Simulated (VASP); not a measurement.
The system is Ca.

```
CELL_PARAMETERS angstrom
0.00000 2.72903 2.72903
2.72903 0.00000 2.72903
2.72903 2.72903 0.00000
ATOMIC_POSITIONS crystal
Ca 0.00000 0.00000 0.00000
```

Base run:

```yaml
Program: VASP 6.6.1
Functional: PBEsol
Potentials_or_basis: VASP PAW PBE potentials, release 64 (Ca_sv)
Cutoff: 900 eV
k_mesh: 14 × 14 × 14
Occupations: gaussian, width 0.1 eV
Spin: no spin polarisation
```

Its results: band gap on the k mesh none (metal or under the smearing width); pressure 0.0 GPa.

**Question.** The run is repeated on the same cell with these changes: functional from PBEsol to r2SCAN; cutoff from 900 eV to 520 eV. What comes out?

**Answer.** Band gap on the k mesh none (metal or under the smearing width); pressure 1.2 GPa.

Caveats: the PAW data sets were made with another functional, which shifts forces and pressure a little.
